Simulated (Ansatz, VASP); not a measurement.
# SiGe: VASP beside Ansatz, part 2 of 3

One calculation is typed for both programs; each brings its own data sets. How far apart do they land? The cell is generated by rule, not measured, and may not be a known phase. The cell is taken from a series of runs on this material, whose earlier steps may have relaxed, scaled, displaced or heated it; both programs get it as it stands.

VASP 6.6.1 and Ansatz 0.2.0.

So far: Starting point; Ansatz: zone-centre phonons, LDA.

### Step 3. VASP: zone-centre phonons, LDA

Level of this step: LDA; plane waves and PAW (Si, Ge_d); invented cell (VASP).

The same cell, functional (in two slightly different forms) and mesh now go to VASP, with its own data sets.

Lines of VASP's logs that name or quote its potential files are left out, and so is its time.

File INCAR:

```
SYSTEM = SiGe
PREC = Accurate
ENCUT = 500
EDIFF = 1E-08
NELM = 120
ISMEAR = 0
SIGMA = 0.01
LREAL = .FALSE.
ALGO = Normal
GGA = CA
NBANDS = 24
LORBIT = 11
LWAVE = .FALSE.
LCHARG = .FALSE.
ISIF = 2
ISYM = 2
IBRION = 8
LASPH = .TRUE.
GGA_COMPAT = .FALSE.
EFERMI = MIDGAP
KPAR = 2
```

File POSCAR:

```
SiGe
1.0
    3.8868836403      0.0000000000      0.0000000000
    0.0000000000      3.8922837784      0.0000000000
    0.0000000000      0.0000000000      5.5026937164
Si Ge
2 2
Direct
    0.0000000000      0.0000000000      0.0048912735
    0.5000000000      0.0000000000      0.2451087265
    0.5000000000      0.5000000000      0.4944778771
    0.0000000000      0.5000000000      0.7555221229
```

File KPOINTS:

```
Points of the shifted mesh
384
Reciprocal
 0.0625000000  0.0625000000  0.0833333333 1
 0.0625000000  0.0625000000  0.2500000000 1
 0.0625000000  0.0625000000  0.4166666667 1
 0.0625000000  0.0625000000  0.5833333333 1
 0.0625000000  0.0625000000  0.7500000000 1
 0.0625000000  0.0625000000  0.9166666667 1
 0.0625000000  0.1875000000  0.0833333333 1
 0.0625000000  0.1875000000  0.2500000000 1
 0.0625000000  0.1875000000  0.4166666667 1
 0.0625000000  0.1875000000  0.5833333333 1
 0.0625000000  0.1875000000  0.7500000000 1
 0.0625000000  0.1875000000  0.9166666667 1
 0.0625000000  0.3125000000  0.0833333333 1
 0.0625000000  0.3125000000  0.2500000000 1
 0.0625000000  0.3125000000  0.4166666667 1
 0.0625000000  0.3125000000  0.5833333333 1
 0.0625000000  0.3125000000  0.7500000000 1
 0.0625000000  0.3125000000  0.9166666667 1
 0.0625000000  0.4375000000  0.0833333333 1
 0.0625000000  0.4375000000  0.2500000000 1
 0.0625000000  0.4375000000  0.4166666667 1
 0.0625000000  0.4375000000  0.5833333333 1
 0.0625000000  0.4375000000  0.7500000000 1
 0.0625000000  0.4375000000  0.9166666667 1
 0.0625000000  0.5625000000  0.0833333333 1
 0.0625000000  0.5625000000  0.2500000000 1
 0.0625000000  0.5625000000  0.4166666667 1
 0.0625000000  0.5625000000  0.5833333333 1
 0.0625000000  0.5625000000  0.7500000000 1
 0.0625000000  0.5625000000  0.9166666667 1
 0.0625000000  0.6875000000  0.0833333333 1
 0.0625000000  0.6875000000  0.2500000000 1
 0.0625000000  0.6875000000  0.4166666667 1
 0.0625000000  0.6875000000  0.5833333333 1
 0.0625000000  0.6875000000  0.7500000000 1
 0.0625000000  0.6875000000  0.9166666667 1
 0.0625000000  0.8125000000  0.0833333333 1
 0.0625000000  0.8125000000  0.2500000000 1
 0.0625000000  0.8125000000  0.4166666667 1
 0.0625000000  0.8125000000  0.5833333333 1
 0.0625000000  0.8125000000  0.7500000000 1
 0.0625000000  0.8125000000  0.9166666667 1
 0.0625000000  0.9375000000  0.0833333333 1
 0.0625000000  0.9375000000  0.2500000000 1
 0.0625000000  0.9375000000  0.4166666667 1
 0.0625000000  0.9375000000  0.5833333333 1
 0.0625000000  0.9375000000  0.7500000000 1
 0.0625000000  0.9375000000  0.9166666667 1
 0.1875000000  0.0625000000  0.0833333333 1
 0.1875000000  0.0625000000  0.2500000000 1
 0.1875000000  0.0625000000  0.4166666667 1
 0.1875000000  0.0625000000  0.5833333333 1
 0.1875000000  0.0625000000  0.7500000000 1
 0.1875000000  0.0625000000  0.9166666667 1
 0.1875000000  0.1875000000  0.0833333333 1
 0.1875000000  0.1875000000  0.2500000000 1
 0.1875000000  0.1875000000  0.4166666667 1
 0.1875000000  0.1875000000  0.5833333333 1
 0.1875000000  0.1875000000  0.7500000000 1
 0.1875000000  0.1875000000  0.9166666667 1
 0.1875000000  0.3125000000  0.0833333333 1
 0.1875000000  0.3125000000  0.2500000000 1
 0.1875000000  0.3125000000  0.4166666667 1
 0.1875000000  0.3125000000  0.5833333333 1
 0.1875000000  0.3125000000  0.7500000000 1
 0.1875000000  0.3125000000  0.9166666667 1
 0.1875000000  0.4375000000  0.0833333333 1
 0.1875000000  0.4375000000  0.2500000000 1
 0.1875000000  0.4375000000  0.4166666667 1
 0.1875000000  0.4375000000  0.5833333333 1
 0.1875000000  0.4375000000  0.7500000000 1
 0.1875000000  0.4375000000  0.9166666667 1
 0.1875000000  0.5625000000  0.0833333333 1
 0.1875000000  0.5625000000  0.2500000000 1
 0.1875000000  0.5625000000  0.4166666667 1
 0.1875000000  0.5625000000  0.5833333333 1
 0.1875000000  0.5625000000  0.7500000000 1
 0.1875000000  0.5625000000  0.9166666667 1
 0.1875000000  0.6875000000  0.0833333333 1
 0.1875000000  0.6875000000  0.2500000000 1
 0.1875000000  0.6875000000  0.4166666667 1
 0.1875000000  0.6875000000  0.5833333333 1
 0.1875000000  0.6875000000  0.7500000000 1
 0.1875000000  0.6875000000  0.9166666667 1
 0.1875000000  0.8125000000  0.0833333333 1
 0.1875000000  0.8125000000  0.2500000000 1
 0.1875000000  0.8125000000  0.4166666667 1
 0.1875000000  0.8125000000  0.5833333333 1
 0.1875000000  0.8125000000  0.7500000000 1
 0.1875000000  0.8125000000  0.9166666667 1
 0.1875000000  0.9375000000  0.0833333333 1
 0.1875000000  0.9375000000  0.2500000000 1
 0.1875000000  0.9375000000  0.4166666667 1
 0.1875000000  0.9375000000  0.5833333333 1
 0.1875000000  0.9375000000  0.7500000000 1
 0.1875000000  0.9375000000  0.9166666667 1
 0.3125000000  0.0625000000  0.0833333333 1
 0.3125000000  0.0625000000  0.2500000000 1
 0.3125000000  0.0625000000  0.4166666667 1
 0.3125000000  0.0625000000  0.5833333333 1
 0.3125000000  0.0625000000  0.7500000000 1
 0.3125000000  0.0625000000  0.9166666667 1
 0.3125000000  0.1875000000  0.0833333333 1
 0.3125000000  0.1875000000  0.2500000000 1
 0.3125000000  0.1875000000  0.4166666667 1
 0.3125000000  0.1875000000  0.5833333333 1
 0.3125000000  0.1875000000  0.7500000000 1
 0.3125000000  0.1875000000  0.9166666667 1
 0.3125000000  0.3125000000  0.0833333333 1
 0.3125000000  0.3125000000  0.2500000000 1
 0.3125000000  0.3125000000  0.4166666667 1
 0.3125000000  0.3125000000  0.5833333333 1
[... 46 lines left out ...]
 0.4375000000  0.3125000000  0.2500000000 1
 0.4375000000  0.3125000000  0.4166666667 1
 0.4375000000  0.3125000000  0.5833333333 1
 0.4375000000  0.3125000000  0.7500000000 1
 0.4375000000  0.3125000000  0.9166666667 1
 0.4375000000  0.4375000000  0.0833333333 1
 0.4375000000  0.4375000000  0.2500000000 1
 0.4375000000  0.4375000000  0.4166666667 1
 0.4375000000  0.4375000000  0.5833333333 1
 0.4375000000  0.4375000000  0.7500000000 1
 0.4375000000  0.4375000000  0.9166666667 1
 0.4375000000  0.5625000000  0.0833333333 1
 0.4375000000  0.5625000000  0.2500000000 1
 0.4375000000  0.5625000000  0.4166666667 1
 0.4375000000  0.5625000000  0.5833333333 1
 0.4375000000  0.5625000000  0.7500000000 1
 0.4375000000  0.5625000000  0.9166666667 1
 0.4375000000  0.6875000000  0.0833333333 1
 0.4375000000  0.6875000000  0.2500000000 1
 0.4375000000  0.6875000000  0.4166666667 1
 0.4375000000  0.6875000000  0.5833333333 1
 0.4375000000  0.6875000000  0.7500000000 1
 0.4375000000  0.6875000000  0.9166666667 1
 0.4375000000  0.8125000000  0.0833333333 1
 0.4375000000  0.8125000000  0.2500000000 1
 0.4375000000  0.8125000000  0.4166666667 1
 0.4375000000  0.8125000000  0.5833333333 1
 0.4375000000  0.8125000000  0.7500000000 1
 0.4375000000  0.8125000000  0.9166666667 1
 0.4375000000  0.9375000000  0.0833333333 1
 0.4375000000  0.9375000000  0.2500000000 1
 0.4375000000  0.9375000000  0.4166666667 1
 0.4375000000  0.9375000000  0.5833333333 1
 0.4375000000  0.9375000000  0.7500000000 1
 0.4375000000  0.9375000000  0.9166666667 1
 0.5625000000  0.0625000000  0.0833333333 1
 0.5625000000  0.0625000000  0.2500000000 1
 0.5625000000  0.0625000000  0.4166666667 1
 0.5625000000  0.0625000000  0.5833333333 1
 0.5625000000  0.0625000000  0.7500000000 1
 0.5625000000  0.0625000000  0.9166666667 1
 0.5625000000  0.1875000000  0.0833333333 1
 0.5625000000  0.1875000000  0.2500000000 1
 0.5625000000  0.1875000000  0.4166666667 1
 0.5625000000  0.1875000000  0.5833333333 1
 0.5625000000  0.1875000000  0.7500000000 1
 0.5625000000  0.1875000000  0.9166666667 1
 0.5625000000  0.3125000000  0.0833333333 1
 0.5625000000  0.3125000000  0.2500000000 1
 0.5625000000  0.3125000000  0.4166666667 1
 0.5625000000  0.3125000000  0.5833333333 1
 0.5625000000  0.3125000000  0.7500000000 1
 0.5625000000  0.3125000000  0.9166666667 1
 0.5625000000  0.4375000000  0.0833333333 1
 0.5625000000  0.4375000000  0.2500000000 1
 0.5625000000  0.4375000000  0.4166666667 1
 0.5625000000  0.4375000000  0.5833333333 1
 0.5625000000  0.4375000000  0.7500000000 1
 0.5625000000  0.4375000000  0.9166666667 1
 0.5625000000  0.5625000000  0.0833333333 1
 0.5625000000  0.5625000000  0.2500000000 1
 0.5625000000  0.5625000000  0.4166666667 1
 0.5625000000  0.5625000000  0.5833333333 1
 0.5625000000  0.5625000000  0.7500000000 1
 0.5625000000  0.5625000000  0.9166666667 1
 0.5625000000  0.6875000000  0.0833333333 1
 0.5625000000  0.6875000000  0.2500000000 1
 0.5625000000  0.6875000000  0.4166666667 1
 0.5625000000  0.6875000000  0.5833333333 1
 0.5625000000  0.6875000000  0.7500000000 1
 0.5625000000  0.6875000000  0.9166666667 1
 0.5625000000  0.8125000000  0.0833333333 1
 0.5625000000  0.8125000000  0.2500000000 1
 0.5625000000  0.8125000000  0.4166666667 1
 0.5625000000  0.8125000000  0.5833333333 1
 0.5625000000  0.8125000000  0.7500000000 1
 0.5625000000  0.8125000000  0.9166666667 1
 0.5625000000  0.9375000000  0.0833333333 1
 0.5625000000  0.9375000000  0.2500000000 1
 0.5625000000  0.9375000000  0.4166666667 1
 0.5625000000  0.9375000000  0.5833333333 1
 0.5625000000  0.9375000000  0.7500000000 1
 0.5625000000  0.9375000000  0.9166666667 1
 0.6875000000  0.0625000000  0.0833333333 1
 0.6875000000  0.0625000000  0.2500000000 1
 0.6875000000  0.0625000000  0.4166666667 1
 0.6875000000  0.0625000000  0.5833333333 1
 0.6875000000  0.0625000000  0.7500000000 1
 0.6875000000  0.0625000000  0.9166666667 1
 0.6875000000  0.1875000000  0.0833333333 1
 0.6875000000  0.1875000000  0.2500000000 1
 0.6875000000  0.1875000000  0.4166666667 1
 0.6875000000  0.1875000000  0.5833333333 1
 0.6875000000  0.1875000000  0.7500000000 1
 0.6875000000  0.1875000000  0.9166666667 1
 0.6875000000  0.3125000000  0.0833333333 1
 0.6875000000  0.3125000000  0.2500000000 1
 0.6875000000  0.3125000000  0.4166666667 1
 0.6875000000  0.3125000000  0.5833333333 1
 0.6875000000  0.3125000000  0.7500000000 1
 0.6875000000  0.3125000000  0.9166666667 1
 0.6875000000  0.4375000000  0.0833333333 1
 0.6875000000  0.4375000000  0.2500000000 1
 0.6875000000  0.4375000000  0.4166666667 1
 0.6875000000  0.4375000000  0.5833333333 1
 0.6875000000  0.4375000000  0.7500000000 1
 0.6875000000  0.4375000000  0.9166666667 1
 0.6875000000  0.5625000000  0.0833333333 1
 0.6875000000  0.5625000000  0.2500000000 1
 0.6875000000  0.5625000000  0.4166666667 1
 0.6875000000  0.5625000000  0.5833333333 1
 0.6875000000  0.5625000000  0.7500000000 1
 0.6875000000  0.5625000000  0.9166666667 1
 0.6875000000  0.6875000000  0.0833333333 1
 0.6875000000  0.6875000000  0.2500000000 1
 0.6875000000  0.6875000000  0.4166666667 1
 0.6875000000  0.6875000000  0.5833333333 1
 0.6875000000  0.6875000000  0.7500000000 1
 0.6875000000  0.6875000000  0.9166666667 1
 0.6875000000  0.8125000000  0.0833333333 1
 0.6875000000  0.8125000000  0.2500000000 1
 0.6875000000  0.8125000000  0.4166666667 1
 0.6875000000  0.8125000000  0.5833333333 1
 0.6875000000  0.8125000000  0.7500000000 1
 0.6875000000  0.8125000000  0.9166666667 1
 0.6875000000  0.9375000000  0.0833333333 1
 0.6875000000  0.9375000000  0.2500000000 1
 0.6875000000  0.9375000000  0.4166666667 1
 0.6875000000  0.9375000000  0.5833333333 1
 0.6875000000  0.9375000000  0.7500000000 1
 0.6875000000  0.9375000000  0.9166666667 1
 0.8125000000  0.0625000000  0.0833333333 1
 0.8125000000  0.0625000000  0.2500000000 1
 0.8125000000  0.0625000000  0.4166666667 1
 0.8125000000  0.0625000000  0.5833333333 1
 0.8125000000  0.0625000000  0.7500000000 1
 0.8125000000  0.0625000000  0.9166666667 1
 0.8125000000  0.1875000000  0.0833333333 1
 0.8125000000  0.1875000000  0.2500000000 1
 0.8125000000  0.1875000000  0.4166666667 1
 0.8125000000  0.1875000000  0.5833333333 1
 0.8125000000  0.1875000000  0.7500000000 1
 0.8125000000  0.1875000000  0.9166666667 1
 0.8125000000  0.3125000000  0.0833333333 1
 0.8125000000  0.3125000000  0.2500000000 1
 0.8125000000  0.3125000000  0.4166666667 1
 0.8125000000  0.3125000000  0.5833333333 1
 0.8125000000  0.3125000000  0.7500000000 1
 0.8125000000  0.3125000000  0.9166666667 1
 0.8125000000  0.4375000000  0.0833333333 1
 0.8125000000  0.4375000000  0.2500000000 1
 0.8125000000  0.4375000000  0.4166666667 1
 0.8125000000  0.4375000000  0.5833333333 1
 0.8125000000  0.4375000000  0.7500000000 1
 0.8125000000  0.4375000000  0.9166666667 1
 0.8125000000  0.5625000000  0.0833333333 1
 0.8125000000  0.5625000000  0.2500000000 1
 0.8125000000  0.5625000000  0.4166666667 1
 0.8125000000  0.5625000000  0.5833333333 1
 0.8125000000  0.5625000000  0.7500000000 1
 0.8125000000  0.5625000000  0.9166666667 1
 0.8125000000  0.6875000000  0.0833333333 1
 0.8125000000  0.6875000000  0.2500000000 1
 0.8125000000  0.6875000000  0.4166666667 1
 0.8125000000  0.6875000000  0.5833333333 1
 0.8125000000  0.6875000000  0.7500000000 1
 0.8125000000  0.6875000000  0.9166666667 1
 0.8125000000  0.8125000000  0.0833333333 1
 0.8125000000  0.8125000000  0.2500000000 1
 0.8125000000  0.8125000000  0.4166666667 1
 0.8125000000  0.8125000000  0.5833333333 1
 0.8125000000  0.8125000000  0.7500000000 1
 0.8125000000  0.8125000000  0.9166666667 1
 0.8125000000  0.9375000000  0.0833333333 1
 0.8125000000  0.9375000000  0.2500000000 1
 0.8125000000  0.9375000000  0.4166666667 1
 0.8125000000  0.9375000000  0.5833333333 1
 0.8125000000  0.9375000000  0.7500000000 1
 0.8125000000  0.9375000000  0.9166666667 1
 0.9375000000  0.0625000000  0.0833333333 1
 0.9375000000  0.0625000000  0.2500000000 1
 0.9375000000  0.0625000000  0.4166666667 1
 0.9375000000  0.0625000000  0.5833333333 1
 0.9375000000  0.0625000000  0.7500000000 1
 0.9375000000  0.0625000000  0.9166666667 1
 0.9375000000  0.1875000000  0.0833333333 1
 0.9375000000  0.1875000000  0.2500000000 1
 0.9375000000  0.1875000000  0.4166666667 1
 0.9375000000  0.1875000000  0.5833333333 1
 0.9375000000  0.1875000000  0.7500000000 1
 0.9375000000  0.1875000000  0.9166666667 1
 0.9375000000  0.3125000000  0.0833333333 1
 0.9375000000  0.3125000000  0.2500000000 1
 0.9375000000  0.3125000000  0.4166666667 1
 0.9375000000  0.3125000000  0.5833333333 1
 0.9375000000  0.3125000000  0.7500000000 1
 0.9375000000  0.3125000000  0.9166666667 1
 0.9375000000  0.4375000000  0.0833333333 1
 0.9375000000  0.4375000000  0.2500000000 1
 0.9375000000  0.4375000000  0.4166666667 1
 0.9375000000  0.4375000000  0.5833333333 1
 0.9375000000  0.4375000000  0.7500000000 1
 0.9375000000  0.4375000000  0.9166666667 1
 0.9375000000  0.5625000000  0.0833333333 1
 0.9375000000  0.5625000000  0.2500000000 1
 0.9375000000  0.5625000000  0.4166666667 1
 0.9375000000  0.5625000000  0.5833333333 1
 0.9375000000  0.5625000000  0.7500000000 1
 0.9375000000  0.5625000000  0.9166666667 1
 0.9375000000  0.6875000000  0.0833333333 1
 0.9375000000  0.6875000000  0.2500000000 1
 0.9375000000  0.6875000000  0.4166666667 1
 0.9375000000  0.6875000000  0.5833333333 1
 0.9375000000  0.6875000000  0.7500000000 1
 0.9375000000  0.6875000000  0.9166666667 1
 0.9375000000  0.8125000000  0.0833333333 1
 0.9375000000  0.8125000000  0.2500000000 1
 0.9375000000  0.8125000000  0.4166666667 1
 0.9375000000  0.8125000000  0.5833333333 1
 0.9375000000  0.8125000000  0.7500000000 1
 0.9375000000  0.8125000000  0.9166666667 1
 0.9375000000  0.9375000000  0.0833333333 1
 0.9375000000  0.9375000000  0.2500000000 1
 0.9375000000  0.9375000000  0.4166666667 1
 0.9375000000  0.9375000000  0.5833333333 1
 0.9375000000  0.9375000000  0.7500000000 1
 0.9375000000  0.9375000000  0.9166666667 1
```

PAW data sets: Si and Ge_d (LDA family, release 64).

Run with:

```
mpirun -np 2 vasp_std
```

The log of the run:

```text
[banner, memory and clock lines left out]
running    2 mpi-ranks, on    1 nodes
[...]
LDA part: xc-table for (Slater(with rela. corr.)+CA(PZ))
 , standard interpolation
 POSCAR, INCAR and KPOINTS ok, starting setup
[...]
entering main loop
       N       E                     dE             d eps       ncg     rms          rms(c)
DAV:   1     0.258410114018E+03    0.25841E+03   -0.17644E+04 21312   0.309E+03
DAV:   2     0.175056551846E+02   -0.24090E+03   -0.23436E+03 18880   0.684E+02
DAV:   3    -0.212195661691E+02   -0.38725E+02   -0.38478E+02 22848   0.157E+02
DAV:   4    -0.227021622300E+02   -0.14826E+01   -0.14820E+01 21680   0.361E+01
[...]
DAV:  12    -0.222823498891E+02    0.82481E-06   -0.19387E-06 23152   0.154E-02    0.125E-03
DAV:  13    -0.222823498932E+02   -0.40627E-08   -0.17747E-07 22728   0.328E-03    0.647E-04
DAV:  14    -0.222823498952E+02   -0.19936E-08   -0.14699E-08 17936   0.863E-04
   1 F= -.22282350E+02 E0= -.22282350E+02  d E =0.000000E+00
 Linear response reoptimize wavefunctions to high precision
DAV:   1    -0.222823498954E+02   -0.23647E-09   -0.19553E-09 15600   0.450E-04
DAV:   2    -0.222823498954E+02   -0.37289E-10   -0.44531E-10 13648   0.208E-04
 Linear response DOF=           6
 Linear response progress:
  Degree of freedom:   1/  6
       N       E                     dE             d eps       ncg     rms          rms(c)
RMM:   1    -0.229439614942E-01   -0.22944E-01    0.95377E-03 34120   0.724E-01
RMM:   2    -0.192954156207E-01    0.36485E-02   -0.29176E-03 29696   0.230E-01    0.981E-02
RMM:   3    -0.193114008399E-01   -0.15985E-04   -0.17182E-04 33776   0.621E-02    0.555E-02
RMM:   4    -0.194282291698E-01   -0.11683E-03   -0.85566E-05 34568   0.379E-02    0.950E-03
[...]
RMM:   8    -0.194152273373E-01   -0.47446E-06    0.69757E-10 34965   0.168E-04    0.436E-05
RMM:   9    -0.194152011641E-01    0.26173E-07   -0.37149E-09 35684   0.653E-05    0.680E-06
RMM:  10    -0.194151920939E-01    0.90702E-08    0.11944E-08 35495   0.222E-05    0.429E-06
 first order change of Fermi-energy  -0.94988E-07
 force on displaced ion       1 direction 1 : -12.521   0.000   0.000
 Linear response progress:
  Degree of freedom:   2/  6
       N       E                     dE             d eps       ncg     rms          rms(c)
RMM:   1    -0.220082101620E-01   -0.22008E-01    0.99051E-03 41934   0.950E-01
RMM:   2    -0.188311727560E-01    0.31770E-02   -0.35662E-03 29576   0.368E-01    0.860E-02
RMM:   3    -0.188483226534E-01   -0.17150E-04   -0.16870E-04 31024   0.113E-01    0.491E-02
RMM:   4    -0.189312856776E-01   -0.82963E-04   -0.70670E-05 33570   0.527E-02    0.853E-03
[...]
RMM:   8    -0.189151735909E-01   -0.26745E-06   -0.33857E-09 35227   0.230E-04    0.364E-05
[...]
RMM:   2    -0.226192802382E-01    0.59473E-02   -0.56676E-03 29704   0.838E-01    0.932E-02
RMM:   3    -0.225944725774E-01    0.24808E-04   -0.48966E-04 30752   0.344E-01    0.547E-02
RMM:   4    -0.226128447507E-01   -0.18372E-04   -0.10336E-04 33036   0.900E-02    0.128E-02
[...]
RMM:   8    -0.226244083733E-01    0.15445E-06   -0.13231E-07 34827   0.226E-03    0.127E-04
RMM:   9    -0.226244872636E-01   -0.78890E-07   -0.42062E-08 34258   0.471E-04    0.448E-05
RMM:  10    -0.226244967413E-01   -0.94777E-08   -0.15591E-08 35099   0.188E-04    0.157E-05
 first order change of Fermi-energy  -0.71680E+00
 force on displaced ion       1 direction 3 :   0.000   0.000 -14.400
 Linear response progress:
  Degree of freedom:   4/  6
       N       E                     dE             d eps       ncg     rms          rms(c)
RMM:   1    -0.189560148126E+00   -0.18956E+00    0.89991E+00 22168   0.531E+01
RMM:   2    -0.196985486100E+00   -0.74253E-02   -0.15371E-02 31384   0.950E-01    0.778E-02
RMM:   3    -0.197139847442E+00   -0.15436E-03   -0.97053E-04 33826   0.269E-01    0.449E-02
RMM:   4    -0.197171615594E+00   -0.31768E-04   -0.81895E-05 35420   0.690E-02    0.615E-03
[...]
RMM:  11    -0.197179658862E+00   -0.16342E-07   -0.65342E-09 37143   0.835E-05    0.178E-06
RMM:  12    -0.197179669984E+00   -0.11122E-07   -0.46261E-09 37693   0.520E-05    0.140E-06
RMM:  13    -0.197179676878E+00   -0.68938E-08   -0.34106E-10 36078   0.382E-05    0.102E-06
 first order change of Fermi-energy  -0.14360E-06
 force on displaced ion       3 direction 1 : -11.435   0.000  -0.000
 Linear response progress:
  Degree of freedom:   5/  6
       N       E                     dE             d eps       ncg     rms          rms(c)
RMM:   1    -0.189791105640E+00   -0.18979E+00    0.87037E+00 22176   0.521E+01
RMM:   2    -0.197751184216E+00   -0.79601E-02   -0.15573E-02 31832   0.879E-01    0.875E-02
RMM:   3    -0.197867856750E+00   -0.11667E-03   -0.76117E-04 33752   0.239E-01    0.512E-02
RMM:   4    -0.197923930199E+00   -0.56073E-04   -0.80637E-05 35384   0.680E-02    0.614E-03
[...]
RMM:  10    -0.197926493929E+00   -0.13363E-07   -0.22581E-08 37806   0.162E-04    0.124E-05
RMM:  11    -0.197926570824E+00   -0.76895E-07   -0.16891E-08 37388   0.900E-05    0.579E-06
RMM:  12    -0.197926566307E+00    0.45166E-08   -0.29385E-08 37365   0.588E-05    0.282E-06
 first order change of Fermi-energy   0.49439E-06
 force on displaced ion       3 direction 2 :   0.000 -11.817  -0.000
 Linear response progress:
  Degree of freedom:   6/  6
       N       E                     dE             d eps       ncg     rms          rms(c)
RMM:   1    -0.195802597206E+00   -0.19580E+00    0.87339E+00 20464   0.523E+01
RMM:   2    -0.203390476968E+00   -0.75879E-02   -0.24299E-02 31648   0.124E+00    0.865E-02
RMM:   3    -0.203600187445E+00   -0.20971E-03   -0.12771E-03 34016   0.312E-01    0.505E-02
RMM:   4    -0.203576106771E+00    0.24081E-04   -0.84608E-05 33796   0.897E-02    0.863E-03
[...]
RMM:   8    -0.203599103751E+00    0.34581E-06    0.16025E-08 33760   0.121E-03    0.136E-04
RMM:   9    -0.203598859849E+00    0.24390E-06    0.27628E-09 36960   0.565E-04    0.345E-05
RMM:  10    -0.203598859159E+00    0.68941E-09    0.41030E-09 35294   0.262E-04    0.171E-05
 first order change of Fermi-energy   0.60661E+00
 force on displaced ion       3 direction 3 :   0.000   0.000 -14.091
 Linear response finished
```

(Continued in part 3 of 3.)

[Lines on the potential files, build, host, timing and source positions are cut from VASP's logs without a mark.]

[Logs are printed without paths, hosts, clocks, repeated set-up lines and the standing remarks that a program may print on its own settings, such as how far it seeks lower states.]

[Hosts, paths, dates, database ids (printed as entryN), source tags and the programs' standing remarks are cut or masked in the printed files.]
